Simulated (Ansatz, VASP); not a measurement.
## Ga2TeS (Ga2STe monolayer): VASP beside Ansatz

Aim: how closely do two programs agree when they are given the same cell, functional and k mesh? The structure shown is the start of the Ansatz relaxation below; VASP solves that cell, so the two are compared at the walk's first step.

Calculated with Ansatz 0.2.0; plane waves, with VASP 6.6.1 beside it; single point at PBE with D3(BJ).

## Step 1: Set-up

The cell holds 4 atoms: 1 Te, 2 Ga and 1 S. Its edges and angles: a = 3.845 Å, b = 3.845 Å, c = 39.951 Å, α = 90.0°, β = 90.0°, γ = 120.0°. Vacuum lies along c.

## Step 2: Ansatz: relaxation, PBE with D3(BJ)

Ansatz runs on its PAW soft_1 files.

The two programs are compared at the cell with which this relaxation starts, whose forces are those of its first step.

The input, input.yaml:

```yaml
crystal:
  lattice:
    - [3.8454, 0.0, 0.0]
    - [-1.9227, 3.3302140877, 0.0]
    - [0.0, 0.0, 39.9507218109]
  atoms:
    - { symbol: Te, position: [0.3333333333, 0.6666666667, 0.4442973542] }
    - { symbol: Ga, position: [0.0, 0.0, 0.4795887596] }
    - { symbol: Ga, position: [0.0, 0.0, 0.5406640015] }
    - { symbol: S, position: [0.3333333333, 0.6666666667, 0.5557026458] }
  periodic: [true, true, false]
kpoints:
  mp_grid: { grid: [12, 12, 1] }
hamiltonian:
  xc: pbe
  dispersion: d3bj
  pseudopotentials: { kind: paw, azcp: { folder: soft_1 } }
scf:
  occupations: { method: fermi_dirac, width: 0.05 }
  convergence: { dr2_threshold: 1.0e-09 }
relax:
  f_tol: 0.004
  max_steps: 90
  cell: {}
output:
  write_potential: true
  write_density: true
  volumetric_format: npy
```

Command:

```
$ ansatz run input.yaml --threads 2 --pin off --max-ram 3072MiB --backend cpu --events-out ev --progress --plain --runs-dir out
```

Numbers of over 12 decimals in the logs are rounded to 6 here.

Log:

```text
Warning: relax.cell: scf.convergence.dr2_threshold = 1e-9 eV is looser than the 1.91549450332e-10 eV advised for a relaxation that steers and ends on the stress (1e-10 eV for each atom of the cell: 4, times the square of relax.cell.stress_2d_tol = 0.05 N/m over 14.5 Å (the atoms' height at the walk's start and 5 Å past either face), 3.460e-2 GPa, over a crystal's default 0.05). What an SCF threshold leaves in a stress goes as its square root, and in the free energy as the threshold itself, and one threshold admits the most on a small cell: [figures from the program's tests cut] Set scf.convergence.dr2_threshold to 1.91549450332e-10 eV or tighter. [rest of the remark cut]
Engine: ansatz 0.2.0, aarch64-unknown-linux-gnu
Pseudopotentials: kind: paw
Pseudopotential: Te, paw, valence charge 16, recommended cutoff 420 eV (normal), soft_1/Te.paw.azcp
Pseudopotential: Ga, paw, valence charge 13, recommended cutoff 420 eV (normal), soft_1/Ga.paw.azcp
Pseudopotential: S, paw, valence charge 6, recommended cutoff 420 eV (normal), soft_1/S.paw.azcp
Functional definition: PBE
  parameter kappa = 0.804
  parameter beta = 0.066725
  exchange = pbe_x(kappa = kappa, mu = beta*pi^2/3)
  correlation = pbe_c(beta = beta)
Crystal: 4 atoms, lattice volume = 511.609 Å³
Basis set: ecut = 420 eV, 9937 PW (Γ), exchange–correlation on 54×54×540 points (8 copies of the dense FFT grid, shifted against one another)
Bands: 29, of which v1, the nominal top of the filled ones, is band 24 counted from 1 (23 counted from 0)
Symmetry: 6 space group operations
Space group: P3m1 (ITA 156), of the structure as read, at distance tolerance 8.0e-5 Å
k-points: 19 of 144 (time reversal used)
Non-local potential: Te, projectors of the file, l = 0: 2, l = 1: 2, l = 2: 2, l = 3: 1
Non-local potential: Ga, projectors of the file, l = 0: 2, l = 1: 2, l = 2: 3, l = 3: 1
Non-local potential: S, projectors of the file, l = 0: 2, l = 1: 2, l = 2: 1
PAW form: soft (Blöchl's): semilocal exchange-correlation on the pseudo side does not see the compensation charge
PAW one-centre angular grid: Te, 590 points (default); XC on 64 Gauss nodes
PAW one-centre angular grid: Ga, 590 points (default); XC on 64 Gauss nodes
PAW one-centre angular grid: S, 110 points (default); XC on 64 Gauss nodes
Initial density: superposition of atomic densities (neutral atoms: chi_scale 0, normalization atom)
Initial wavefunctions: pseudopotential atomic-orbital guess
Functional: x = pbe(κ = 0.804, μ = 0.219515), c = pbe(β = 0.066725)
SCF iter   1: F=—  HF=-15450.859256 eV  |F-HF|=—  |Δ(HF+E_count)|=         —  Δρ=1.63e-2  dr2=1.67e0  ethr=3.10e-3  ⟨swp⟩=13.8  Hψ=3902  notcnv=0
preconditioner: auto → Resta (q_TF=auto, 1.839 Å⁻¹)  ε∞=1.5  [insulator: Δε(μ)=0.887 eV  Ē_g=13.716 eV  σ=0.050 eV  W_gap=1.00  n_scr=22 (ndim 8)  ℏωp=10.1 eV  f_vac=0.781  D(μ)=0.00/eV (n_scr^D=0)  ε∞_Penn≈1.5  vacuum switching on, ρ_ref=1.4e-2 e/Å³]
SCF iter   2: F=—  HF=-15450.461825 eV  |F-HF|=—  |Δ(HF+E_count)|=   3.97e-1  Δρ=8.02e-3  dr2=2.44e-1  ethr=3.10e-3  ⟨swp⟩=4.7  Hψ=1358  notcnv=0  defer=6
preconditioner: auto → LDOS  [insulator: Δε(μ)=0.208 eV  Ē_g=13.981 eV  σ=0.050 eV  W_gap=0.77  n_scr=22 (ndim 8)  ℏωp=10.1 eV  f_vac=0.784  D(μ)=0.18/eV (n_scr^D=2)  ε∞_Penn≈1.5  β→1.0]
SCF iter   3: F=—  HF=-15450.487446 eV  |F-HF|=—  |Δ(HF+E_count)|=   2.56e-2  Δρ=2.15e-3  dr2=2.08e-1  ethr=5.08e-4  ⟨swp⟩=5.1  Hψ=1454  notcnv=0  defer=6
SCF iter   4: F=—  HF=-15450.479985 eV  |F-HF|=—  |Δ(HF+E_count)|=   7.46e-3  Δρ=1.85e-3  dr2=2.44e-1  ethr=4.34e-4  ⟨swp⟩=4.9  Hψ=1501  notcnv=0  defer=6
SCF iter   5: F=—  HF=-15450.458035 eV  |F-HF|=—  |Δ(HF+E_count)|=   2.19e-2  Δρ=1.03e-3  dr2=3.71e-2  ethr=4.34e-4  ⟨swp⟩=2.8  Hψ=682  notcnv=0  defer=7
SCF iter   6: F=—  HF=-15450.454189 eV  |F-HF|=—  |Δ(HF+E_count)|=   3.85e-3  Δρ=3.51e-4  dr2=1.52e-3  ethr=7.72e-5  ⟨swp⟩=2.6  Hψ=776  notcnv=0  defer=6
SCF iter   7: F=—  HF=-15450.454427 eV  |F-HF|=—  |Δ(HF+E_count)|=   2.38e-4  Δρ=1.38e-4  dr2=1.91e-4  ethr=3.16e-6  ⟨swp⟩=3.0  Hψ=1113  notcnv=0  defer=6
SCF iter   8: F=—  HF=-15450.454376 eV  |F-HF|=—  |Δ(HF+E_count)|=   5.15e-5  Δρ=7.28e-5  dr2=2.11e-5  ethr=3.98e-7  ⟨swp⟩=3.2  Hψ=1144  notcnv=0  defer=6
SCF iter   9: F=—  HF=-15450.454378 eV  |F-HF|=—  |Δ(HF+E_count)|=   2.55e-6  Δρ=2.50e-5  dr2=3.48e-6  ethr=4.40e-8  ⟨swp⟩=2.7  Hψ=1127  notcnv=0  defer=6
[...]
SCF iter   4: F=—  HF=-15450.812080 eV  |F-HF|=—  |Δ(HF+E_count)|=   2.74e-8  Δρ=1.21e-6  dr2=1.60e-8  ethr=5.43e-10  ⟨swp⟩=1.8  Hψ=634  notcnv=0
SCF iter   5: F=-15450.812080 eV  HF=-15450.812080 eV  |F-HF|=7.11e-10  |Δ(HF+E_count)|=   1.60e-9  Δρ=4.06e-7  dr2=5.99e-10  ethr=2.08e-12  ⟨swp⟩=10.6  Hψ=4869  notcnv=0
SCF 6 converged in 5 iterations: F = -15450.812080 eV  dr2 = 5.99e-10
relax step   6: F+E_penalty+E_count = -15450.81208042 eV  Δ(F+E_penalty+E_count) = -1.754e-6 eV  max|allowed force component| = 3.016e-4 eV/Å  Δτ_max = 0.0002 Å  P = -0.001 N/m  Ω = 512.529 Å³  energy of the carried Pulay correction = -3.523e-5 eV  fix = [c, alpha, beta]  reactions: c -0.000 N/m  (5 SCF iters, accepted)
Initial wavefunctions: pseudopotential atomic-orbital guess (no wavefunctions were taken with the density)
iter 1 solved again at ethr=2.03e-6 eV; its pass at ethr=3.10e-3 eV (dr2=9.73e-4 eV) is discarded
SCF iter   1: F=—  HF=-15450.811415 eV  |F-HF|=—  |Δ(HF+E_count)|=         —  Δρ=3.46e-5  dr2=1.79e-7  ethr=2.03e-6  ⟨swp⟩=5.1  Hψ=6166  notcnv=0
eigensolver tolerance schedule: the retry pair's looser diagonalisation over-reported the residual by 5448.87 of it (diagonalisation noise at an unbounded share of the residual, at the tolerance the schedule requests for it); recorded, not acted on — ethr = c·dr2/N_el stays at c = 1.0e-1
preconditioner: auto → Resta (q_TF=auto, 1.839 Å⁻¹)  ε∞=1.5  [insulator: Δε(μ)=0.892 eV  Ē_g=13.770 eV  σ=0.050 eV  W_gap=1.00  n_scr=22 (ndim 8)  ℏωp=10.1 eV  f_vac=0.780  D(μ)=0.00/eV (n_scr^D=0)  ε∞_Penn≈1.5  vacuum switching on, ρ_ref=1.4e-2 e/Å³]
SCF iter   2: F=—  HF=-15450.811876 eV  |F-HF|=—  |Δ(HF+E_count)|=   4.61e-4  Δρ=1.74e-5  dr2=8.35e-8  ethr=3.72e-10  ⟨swp⟩=5.6  Hψ=1947  notcnv=0
SCF iter   3: F=—  HF=-15450.812012 eV  |F-HF|=—  |Δ(HF+E_count)|=   1.36e-4  Δρ=9.59e-6  dr2=5.13e-8  ethr=1.74e-10  ⟨swp⟩=2.4  Hψ=936  notcnv=0
SCF iter   4: F=—  HF=-15450.812080 eV  |F-HF|=—  |Δ(HF+E_count)|=   6.81e-5  Δρ=4.59e-6  dr2=1.53e-7  ethr=1.07e-10  ⟨swp⟩=4.1  Hψ=1158  notcnv=0  recentre
SCF iter   5: F=—  HF=-15450.812065 eV  |F-HF|=—  |Δ(HF+E_count)|=   1.51e-5  Δρ=5.69e-6  dr2=2.58e-8  ethr=1.07e-10  ⟨swp⟩=2.7  Hψ=857  notcnv=0
SCF iter   6: F=—  HF=-15450.812103 eV  |F-HF|=—  |Δ(HF+E_count)|=   3.81e-5  Δρ=1.81e-6  dr2=3.16e-9  ethr=5.38e-11  ⟨swp⟩=2.4  Hψ=681  notcnv=0
SCF iter   7: F=-15450.812112 eV  HF=-15450.812112 eV  |F-HF|=6.87e-7  |Δ(HF+E_count)|=   8.54e-6  Δρ=3.25e-7  dr2=2.37e-10  ethr=2.08e-12  ⟨swp⟩=13.9  Hψ=5035  notcnv=0
SCF 7 converged in 7 iterations: F = -15450.812112 eV  dr2 = 2.37e-10
relax step   7: F+E_penalty+E_count = -15450.81211233 eV  Δ(F+E_penalty+E_count) = -3.191e-5 eV  max|allowed force component| = 2.975e-4 eV/Å  Δτ_max = 0.0000 Å  P = -0.001 N/m  Ω = 512.529 Å³  fix = [c, alpha, beta]  reactions: c -0.000 N/m  stress off target by 9.73e-4 N/m on what of the cell is left free  SCF on the basis re-selected at this cell (its energy is not comparable with the rows above)  (7 SCF iters)
basis re-selected at this cell: Δ(F+E_penalty+E_count) = -3.191e-5 eV, ΔP = -0.000 N/m vs the last step (what re-selecting the basis moved, of the pressure what is left beyond the Pulay correction that the steps carried, after the strain that the cell walked since its last selection, with what the two solves' SCF thresholds leave and, on support functions, any second-order correction that the steps lacked; it is no m [...]
WARN: The output density's exchange-correlation potential varies sharply where the density is thin. Do not read a vacuum level from v_tot or v_xc, or from such a field of the output density. On a cell that repeats whose density bears no net charge and no dipole along the vacuum's axis use v_es (v_loc + v_h of the components); under efield.dipole_correction with no amplitude use v_es + v_field, which holds any externa [...]
SCF converged after 7 iterations
Free energy (F): -15450.812112 eV
Harris-Foulkes:  -15450.812112 eV  (|F-HF|=6.87e-7)
Internal energy: -15450.812109 eV  (E = F + TS)
E sigma→0 (E₀):  -15450.812111 eV
Entropy (-TS):   -0.000003 eV (-0.001 meV/atom)
Fermi energy:    -4.573063 eV
--- Per-component energies (eV) ---
  E_band       = -1001.109558
  E_kinetic    = 499.741073
  E_local      = -132079.872889  (includes V_loc(G=0)·N_el)
  E_nonlocal   = -86.393653
  E_hartree    = 66088.973242
  E_xc         = -336.815678
  E_vxc        = -294.822629  (∫ρ·V_xc dr)
  E_paw        = -9261.691947  (= ΣΔE_a)
  E_vpaw       = -1217.709780  (= ΣTr[D̂ρ^β])
  E_aug_tail   = -0.000337  (compensation charges beyond the density's cutoff)
  E_ewald      = 59726.147676
  E_disp       = -0.899597  (pairwise vdW)
  E_smearing   = -0.000003  (= −TS)
  E_closure    = 0.000000  (closes the sum)
  Σ components = -15450.812112   (vs F -15450.812112, Δ=0.00e0)
--- Forces (eV/Å), atoms counted from 1 ---
  atom   1  Te     0.00000000    -0.00000000     0.00029784
  atom   2  Ga     0.00000000    -0.00000000    -0.00018266
  atom   3  Ga     0.00000000    -0.00000000    -0.00008547
  atom   4  S      0.00000000    -0.00000000    -0.00002829
  max |Σ_I F_I| component: 1.43e-6 eV/Å
--- 2D stress c σ (N/m, compression-positive) ---
       -0.000973      -0.000000      -0.000000
       -0.000000      -0.000973      -0.000000
       -0.000000      -0.000000      -0.000000
  P = ½ c Tr σ = -0.0010 N/m
--- Band table (eV; the first three rows and the last of 19) ---
  k-point 0: bands = [... 20 lower, -7.2276, -5.9226, -5.0383, -5.0383, -4.1465, -2.0718, -1.3108, -1.3108, ... 1 higher]
  k-point 1: bands = [... 20 lower, -7.3111, -5.9103, -5.6632, -5.1992, -3.7862, -1.8104, -1.4169, -1.1650, ... 1 higher]
  k-point 2: bands = [... 20 lower, -7.5233, -6.9442, -5.7808, -5.5753, -3.2445, -2.3423, -1.0450, -0.8552, ... 1 higher]
  k-point 18: bands = [... 20 lower, -8.9136, -7.7735, -7.2868, -6.9259, -3.2536, -2.6774, -0.9688, -0.3593, ... 1 higher]
  the weakly bound empty levels are not read free of the cell's end (no_gap_told)
--- Relaxed structure (6 steps of the walk, 6 accepted, 1 SCFs on fresh bases) ---
  F+E_penalty+E_count = -15450.81211233 eV   max|allowed force component| = 2.975e-4 eV/Å   (the final SCF, on the basis selected at the relaxed cell)
  cell:  # Å, volume = 512.5286 Å³
    - [3.848854, 0.0, 0]
    - [-1.924427, 3.333205, 0]
    - [0, 0, 39.9507218109]
  atoms:
    - { symbol: Te, position: [0.333333, 0.666667, 0.442385] }
    - { symbol: Ga, position: [0, -3.700743415524894e-17, 0.477073] }
    - { symbol: Ga, position: [0, -3.700743415524894e-17, 0.538265] }
    - { symbol: S, position: [0.333333, 0.666667, 0.562529] }
```

(Continued in part 2 of 2.)

[Lines on the potential files, build, host, timing and source positions are cut from VASP's logs without a mark.]

[Logs are printed without paths, hosts, clocks, repeated set-up lines and the standing remarks that a program may print on its own settings, such as how far it seeks lower states.]

[Hosts, paths, dates, database ids (printed as entryN), source tags and the programs' standing remarks are cut or masked in the printed files.]
